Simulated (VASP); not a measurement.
Here is the system:

```yaml
crystal:
  lattice:
    - [1.83940, -3.18594, 0.00000]
    - [1.83940, 3.18594, 0.00000]
    - [0.00000, 0.00000, 11.77028]
  atoms:
    - { symbol: La, position: [0.00000, 0.00000, 0.50000] }
    - { symbol: La, position: [0.00000, 0.00000, 0.00000] }
    - { symbol: La, position: [0.33333, 0.66667, 0.25000] }
    - { symbol: La, position: [0.66667, 0.33333, 0.75000] }
```

Computed with AM05 GGA, VASP's PBE PAW potentials (set 64) (plane waves; VASP 6.6.1). Numerical set-up: 520 eV cut-off, 11×11×3 Γ-centred mesh, tetrahedra with Blöchl corrections, potentials La.

The cores are frozen, which limits the accuracy of field gradients.

Give the principal components of the electric field gradient (V/Å²) and the asymmetry η at each nucleus.

```json
[
 {"atom": "La1", "Vxx": "-13.7", "Vyy": "-13.7", "Vzz": "27.4", "η": "0.00"},
 {"atom": "La2", "Vxx": "-13.7", "Vyy": "-13.7", "Vzz": "27.4", "η": "0.00"},
 {"atom": "La3", "Vxx": "-20.1", "Vyy": "-20.1", "Vzz": "40.1", "η": "0.00"},
 {"atom": "La4", "Vxx": "-20.1", "Vyy": "-20.1", "Vzz": "40.1", "η": "0.00"}
]
```

The compound is La in the dhcp structure. It was relaxed first, which changed the volume by -8 %.
